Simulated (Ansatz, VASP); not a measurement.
# HfO2 in two plane-wave programs, part 3 of 3

Wanted: the spread between two codes on one cell, functional and k mesh. The cell is taken from a series of runs on this material, whose earlier steps may have relaxed, scaled, displaced or heated it; both programs get it as it stands.

VASP 6.6.1 and Ansatz 0.2.0.

So far: Set-up; VASP: zone-centre phonons, PBE.

## (3) Ansatz: zone-centre phonons, PBE

Level of this step: Ansatz beside VASP: Kohn-Sham DFT, plane waves, PBE (Ansatz).

Ansatz runs on its PAW soft_1 files.

The same cell, functional and mesh now go to Ansatz, which takes its cutoff from its data sets.

The input, input.yaml:

```yaml
crystal:
  lattice:
    - [3.5685971016, 0.0, 0.0]
    - [0.0, 3.5685971016, 0.0]
    - [0.0, 0.0, 5.1575877482]
  atoms:
    - { symbol: O, position: [0.0, 0.5, 0.7022566018] }
    - { symbol: O, position: [0.5, 0.0, 0.7977433982] }
    - { symbol: O, position: [0.5, 0.0, 0.2977433982] }
    - { symbol: O, position: [0.0, 0.5, 0.2022566018] }
    - { symbol: Hf, position: [0.5, 0.5, 0.5] }
    - { symbol: Hf, position: [0.0, 0.0, 0.0] }
kpoints:
  mp_grid: { grid: [8, 8, 4] }
hamiltonian:
  xc: pbe
  pseudopotentials: { kind: paw, azcp: { folder: soft_1 } }
scf:
  occupations: { method: fixed }
output:
  eigenvalues: true
phonons:
  method: dfpt
  dielectric: true
  rigid_motions: translations
```

Started as:

```sh
$ ansatz run input.yaml --threads 8 --pin off --max-ram 16384MiB --backend cpu --events-out ev --progress --plain --runs-dir out
```

Numbers of over 12 decimals in the logs are rounded to 6 here.

Output:

```text
Engine: ansatz 0.2.0, aarch64-unknown-linux-gnu
Pseudopotentials: kind: paw
Pseudopotential: O, paw, valence charge 6, recommended cutoff 420 eV (normal), soft_1/O.paw.azcp
Pseudopotential: Hf, paw, valence charge 26, recommended cutoff 420 eV (normal), soft_1/Hf.paw.azcp
Functional definition: PBE
  parameter kappa = 0.804
  parameter beta = 0.066725
  exchange = pbe_x(kappa = kappa, mu = beta*pi^2/3)
  correlation = pbe_c(beta = beta)
Crystal: 6 atoms, lattice volume = 65.681 Å³
Basis set: ecut = 420 eV, 1261 PW (Γ), exchange–correlation on 48×48×72 points (8 copies of the dense FFT grid, shifted against one another)
Bands: 46, of which v1, the nominal top of the filled ones, is band 38 counted from 1 (37 counted from 0)
Symmetry: 16 space group operations
k-points: 132 of 256 (irreducible under 1 space group operation, time reversal used)
Non-local potential: O, projectors of the file, l = 0: 2, l = 1: 2, l = 2: 1
Non-local potential: Hf, projectors of the file, l = 0: 3, l = 1: 2, l = 2: 2, l = 3: 3
PAW form: soft (Blöchl's): semilocal exchange-correlation on the pseudo side does not see the compensation charge
PAW one-centre angular grid: O, 110 points (default); XC on 64 Gauss nodes
PAW one-centre angular grid: Hf, 590 points (default); XC on 64 Gauss nodes
Initial density: superposition of atomic densities (chi_scale 0.1, normalization cell, long waves kept (reshape's long-wave potential 0.00 eV rms))
Initial wavefunctions: pseudopotential atomic-orbital guess
Functional: x = pbe(κ = 0.804, μ = 0.219515), c = pbe(β = 0.066725)
SCF iter   1: F=—  HF=-33725.802773 eV  |F-HF|=—  |Δ(HF+E_count)|=         —  Δρ=8.76e-2  dr2=3.83e0  ethr=3.10e-3  ⟨swp⟩=4.4  Hψ=16837  notcnv=0  defer=554
preconditioner: auto → Resta (q_TF=auto, 2.795 Å⁻¹)  ε∞=5.0  [insulator: Δε(μ)=3.873 eV  Ē_g=19.369 eV  n_scr=28 (ndim 8)  ℏωp=38.9 eV  f_vac=0.001  ε∞_Penn≈5.0]
SCF iter   2: F=—  HF=-33724.965991 eV  |F-HF|=—  |Δ(HF+E_count)|=   8.37e-1  Δρ=4.35e-2  dr2=1.05e0  ethr=3.10e-3  ⟨swp⟩=2.0  Hψ=12350  notcnv=0  defer=528
SCF iter   3: F=—  HF=-33724.757825 eV  |F-HF|=—  |Δ(HF+E_count)|=   2.08e-1  Δρ=2.13e-2  dr2=2.59e-1  ethr=1.38e-3  ⟨swp⟩=2.0  Hψ=9782  notcnv=0  defer=762
SCF iter   4: F=—  HF=-33724.649879 eV  |F-HF|=—  |Δ(HF+E_count)|=   1.08e-1  Δρ=7.68e-3  dr2=2.91e-2  ethr=3.40e-4  ⟨swp⟩=2.0  Hψ=10932  notcnv=0  defer=745
SCF iter   5: F=—  HF=-33724.668122 eV  |F-HF|=—  |Δ(HF+E_count)|=   1.82e-2  Δρ=3.25e-3  dr2=5.61e-3  ethr=3.83e-5  ⟨swp⟩=2.0  Hψ=7822  notcnv=0  defer=786
SCF iter   6: F=—  HF=-33724.668346 eV  |F-HF|=—  |Δ(HF+E_count)|=   2.23e-4  Δρ=8.18e-4  dr2=3.80e-4  ethr=7.38e-6  ⟨swp⟩=2.0  Hψ=9819  notcnv=0  defer=792
SCF iter   7: F=—  HF=-33724.669043 eV  |F-HF|=—  |Δ(HF+E_count)|=   6.97e-4  Δρ=5.28e-4  dr2=1.39e-4  ethr=5.00e-7  ⟨swp⟩=2.0  Hψ=10777  notcnv=0  defer=630
SCF iter   8: F=—  HF=-33724.669220 eV  |F-HF|=—  |Δ(HF+E_count)|=   1.77e-4  Δρ=7.57e-5  dr2=2.44e-6  ethr=1.83e-7  ⟨swp⟩=2.2  Hψ=9969  notcnv=0  defer=557
SCF iter   9: F=—  HF=-33724.669227 eV  |F-HF|=—  |Δ(HF+E_count)|=   7.06e-6  Δρ=1.20e-5  dr2=5.31e-8  ethr=3.21e-9  ⟨swp⟩=2.2  Hψ=11118  notcnv=0  defer=494
SCF iter  10: F=—  HF=-33724.669227 eV  |F-HF|=—  |Δ(HF+E_count)|=   1.89e-7  Δρ=1.61e-6  dr2=8.46e-10  ethr=6.99e-11  ⟨swp⟩=2.3  Hψ=10527  notcnv=0  defer=494
SCF iter  11: F=-33724.669227 eV  HF=-33724.669227 eV  |F-HF|=2.18e-11  |Δ(HF+E_count)|=   2.84e-9  Δρ=3.13e-7  dr2=4.61e-11  ethr=1.00e-12  ⟨swp⟩=15.6  Hψ=45747  notcnv=0
SCF 1 converged in 11 iterations: F = -33724.669227 eV  dr2 = 4.61e-11
  greatest PAW one-centre occupation: 0.999 electrons in one spin orbital (limit 2), on the Hf atom at site 5 (counted from 0), in its partial waves of l = 0
DFPT response loops at Γ: preconditioner auto → none (the input reference at scf.mixing.eps_inf says where Resta's filter doesn't serve); β = 0.50; Broyden in place of MSR1
── the response to a field inside a basis, on 8×8×4 k-points: an SCF that follows is theirs, and a resumed run solves both again ──
Bands: 39, of which v1, the nominal top of the filled ones, is band 38 counted from 1 (37 counted from 0)
k-points: 20 of 256
Initial density: handed on by an earlier stage of this run
Initial wavefunctions: pseudopotential atomic-orbital guess (no wavefunctions were taken with the density)
Eigensolver: Dense (20 Hₖ)
SCF iter   1: F=—  HF=-33724.589564 eV  |F-HF|=—  |Δ(HF+E_count)|=         —  Δρ=3.76e-4  dr2=1.67e-5  ethr=1.00e-1
preconditioner: auto → Resta (q_TF=auto, 2.795 Å⁻¹)  ε∞=6.4  [insulator: Δε(μ)=4.914 eV  Ē_g=16.727 eV  n_scr=28 (ndim 8)  ℏωp=38.9 eV  f_vac=0.064  ε∞_Penn≈6.4]
SCF iter   2: F=—  HF=-33724.589573 eV  |F-HF|=—  |Δ(HF+E_count)|=   9.38e-6  Δρ=2.06e-4  dr2=1.02e-5  ethr=2.19e-8
SCF iter   3: F=—  HF=-33724.589578 eV  |F-HF|=—  |Δ(HF+E_count)|=   4.75e-6  Δρ=1.20e-4  dr2=2.50e-6  ethr=1.35e-8
SCF iter   4: F=—  HF=-33724.589581 eV  |F-HF|=—  |Δ(HF+E_count)|=   3.06e-6  Δρ=4.66e-5  dr2=3.80e-7  ethr=3.29e-9
SCF iter   5: F=-33724.589581 eV  HF=-33724.589581 eV  |F-HF|=5.99e-9  |Δ(HF+E_count)|=   5.31e-7  Δρ=1.13e-5  dr2=5.19e-8  ethr=5.00e-10
SCF 1 converged in 5 iterations: F = -33724.589581 eV  dr2 = 5.19e-8
DFPT response loops at Γ: mixed as the last ones told, above
SCF converged after 11 iterations
Free energy (F): -33724.669227 eV
Harris-Foulkes:  -33724.669227 eV  (|F-HF|=2.18e-11)
Internal energy: -33724.669227 eV  (E = F + TS)
E sigma→0 (E₀):  -33724.669227 eV
Fermi energy:    13.994595 eV
--- Per-component energies (eV) ---
  E_band       = 1.631140
  E_kinetic    = 1489.159101
  E_local      = -14065.076673  (includes V_loc(G=0)·N_el)
  E_nonlocal   = 338.115721
  E_hartree    = 6708.304478
  E_xc         = -820.493632
  E_vxc        = -876.670588  (∫ρ·V_xc dr)
  E_paw        = -16051.438867  (= ΣΔE_a)
  E_vpaw       = -300.508226  (= ΣTr[D̂ρ^β])
  E_aug_tail   = 0.003019  (compensation charges beyond the density's cutoff)
  E_ewald      = -11323.242375
  E_smearing   = -0.000000  (= −TS)
  E_closure    = 0.000000  (closes the sum)
  Σ components = -33724.669227   (vs F -33724.669227, Δ=0.00e0)
--- Band table (eV; the first three rows and the last of 132) ---
  k-point 0: bands = [... 34 lower, 13.4582, 13.8515, 13.8907, 13.8907, 18.6362, 18.6706, 19.7657, 20.1472, ... 4 higher]
  k-point 1: bands = [... 34 lower, 13.0786, 13.0786, 13.9260, 13.9260, 18.8532, 18.9513, 19.7798, 19.8882, ... 4 higher]
  k-point 2: bands = [... 34 lower, 13.3664, 13.3664, 13.9597, 13.9597, 19.3338, 19.3338, 19.5690, 19.5690, ... 4 higher]
  k-point 131: bands = [... 34 lower, 12.6179, 12.6179, 13.9946, 13.9946, 19.9181, 19.9181, 20.1196, 20.1196, ... 4 higher]
--- Phonons (Γ-DFPT): 5 representative perturbations + reference, on 132 of 256 k-points (Σ response iterations 21) ---
  k mesh reduced under 1 symmetry operation, with k and −k counted as one. Each operation leaves every solved perturbation unchanged. A smaller set is not considered because the run solves the response to a homogeneous field
  ASR residual: 1.765e-4 → 0.000e0 eV/Å²; symmetrization residual: 1.393e-5 eV/Å²
  ASR residual per site (eV/Å²): 1.76e-4 1.76e-4 1.76e-4 1.76e-4 6.53e-5 6.53e-5
  Γ frequencies (cm⁻¹): 0.00 0.00 0.00 93.74 93.74 103.30 103.30 229.15 290.68 317.77 454.54 454.54 457.78 457.78 598.55 663.69 670.10 670.10
  ε∞ (high-frequency dielectric tensor):
        5.264071     0.000000     0.000000
        0.000000     5.264071     0.000000
        0.000000     0.000000     4.802796
  ε⁰ (static dielectric tensor: ions relaxed, cell fixed):
       83.282988     0.000000    -0.000000
        0.000000    83.282988     0.000000
       -0.000000     0.000000    17.916060
  ε⁰ − ε∞ (ionic part):
       78.018917     0.000000    -0.000000
        0.000000    78.018917     0.000000
       -0.000000     0.000000    13.113264
  softest optical mode at Γ: 93.74 cm⁻¹; the repairs (sum rule, projections) moved no ω² at Γ by more than (2.69 cm⁻¹)²
  Born effective charges Z* (e; rows j = field, columns β = displacement):
    site 0:
        -3.40663    0.00000   -0.00000
        -0.00000   -2.13772    0.00000
         0.00000    0.00000   -2.44841
    site 1:
        -3.40663    0.00000    0.00000
        -0.00000   -2.13772   -0.00000
        -0.00000   -0.00000   -2.44841
    site 2:
        -2.13772   -0.00000   -0.00000
         0.00000   -3.40663    0.00000
         0.00000    0.00000   -2.44841
    site 3:
        -2.13772   -0.00000    0.00000
         0.00000   -3.40663   -0.00000
        -0.00000    0.00000   -2.44841
    site 4:
         5.54435   -0.00000    0.00000
        -0.00000    5.54435    0.00000
         0.00000    0.00000    4.89681
    site 5:
[...]
Z* charge neutrality: 3.960e-3 e pre-enforcement
  solved inside a basis spanned on kpoints, on 8×8×4 k-points, its susceptibility summed on 10×10×8: ε∞ is read to err by 1.5e-2, Z* by 2.8e-2 e (field_mesh: kpoints solves on kpoints); Z* is corrected for what the basis lacks
  optical modes at Γ without the LO–TO term, one row a degenerate level:
      ω (cm⁻¹)  modes    IR ((D/Å)²/amu)
[...]
optical modes at Γ + LO–TO along q̂ = [1.0000, 0.0000, 0.0000]:
      ω (cm⁻¹)  modes    IR ((D/Å)²/amu)
[...]
optical modes at Γ + LO–TO along q̂ = [0.0000, 1.0000, 0.0000]:
      ω (cm⁻¹)  modes    IR ((D/Å)²/amu)
[...]
optical modes at Γ + LO–TO along q̂ = [0.0000, 0.0000, 1.0000]:
      ω (cm⁻¹)  modes    IR ((D/Å)²/amu)
[...]
229.15      1             0.0000
        290.68      1             0.0000
        454.54      2             0.0000
        457.78      2            69.8942
        598.55      1             0.0000
        613.74      1            40.7766
        663.69      1             0.0000
        670.10      2             0.0000
```

In the SCF lines HF is the Harris–Foulkes energy and dr2 the Hartree energy of the density residual, in eV; the loop may stop once dr2 is under the threshold and the program's other checks hold. Hψ counts applications of the Hamiltonian.

## (4) Comparison

Known differences besides the potentials themselves: fixed occupations in Ansatz, narrow Gaussian smearing in VASP; VASP's response is taken on the typed mesh, Ansatz refines its own for the field response alone; the data sets hold 76 valence electrons in Ansatz (on its PAW soft_1 files) and 44 in VASP; the cutoff is 420 eV in Ansatz and 600 eV in VASP. Total energies have different zeros and are not compared.

Both answers:

| quantity | Ansatz | VASP | difference |
| --- | --- | --- | --- |
| ε∞ xx | 5.26 | 5.21 | +1.03 % |
| ε∞ yy | 5.26 | 5.21 | +1.03 % |
| ε∞ zz | 4.80 | 4.76 | +0.85 % |
| Born charge of O1 (mean of the diagonal) (e) | -2.66 | -2.65 | -0.02 |
| Born charge of Hf5 (mean of the diagonal) (e) | 5.33 | 5.30 | +0.03 |
| optical mode 1 to 2 (cm⁻¹) | 93.7 | 91.4 | +2.51 % |
| optical mode 3 to 4 (cm⁻¹) | 103.3 | 102.2 | +1.05 % |
| optical mode 5 (cm⁻¹) | 229.2 | 226.9 | +0.98 % |
| optical mode 6 (cm⁻¹) | 290.7 | 286.1 | +1.59 % |
| optical mode 7 (cm⁻¹) | 317.8 | 312.9 | +1.56 % |
| optical mode 8 to 9 (cm⁻¹) | 454.5 | 453.6 | +0.22 % |
| optical mode 10 to 11 (cm⁻¹) | 457.8 | 455.4 | +0.52 % |
| optical mode 12 (cm⁻¹) | 598.5 | 596.5 | +0.35 % |
| optical mode 13 (cm⁻¹) | 663.7 | 661.5 | +0.34 % |
| optical mode 14 to 15 (cm⁻¹) | 670.1 | 668.0 | +0.32 % |

Modes are paired by rising frequency, not by their patterns, so a pair may set unlike modes beside each other; they are those without the splitting of longitudinal modes.

## (5) Results

| Property | Result |
| --- | --- |
| r.m.s. difference of the optical zone-centre modes, each program's sorted by frequency (zone-centre phonons, PBE) | 2.5 cm⁻¹ |
| difference in optical mode 1 to 2 (zone-centre phonons, PBE) | +2.5 % |

What this shows: The r.m.s. difference of the optical zone-centre modes, each program's sorted by frequency is 2.5 cm⁻¹ (zone-centre phonons, PBE). The data sets hold unlike numbers of valence electrons (76 in Ansatz and 44 in VASP), so part of the differences comes from the potentials. Among the rows given in per cent, the largest difference of the zone-centre phonons, PBE pair is in optical mode 1 to 2, +2.5 %. How closely two codes agree says nothing of how well the functional describes the real material.

[Lines on the potential files, build, host, timing and source positions are cut from VASP's logs without a mark.]

[Logs are printed without paths, hosts, clocks, repeated set-up lines and the standing remarks that a program may print on its own settings, such as how far it seeks lower states.]

[Hosts, paths, dates, database ids (printed as entryN), source tags and the programs' standing remarks are cut or masked in the printed files.]
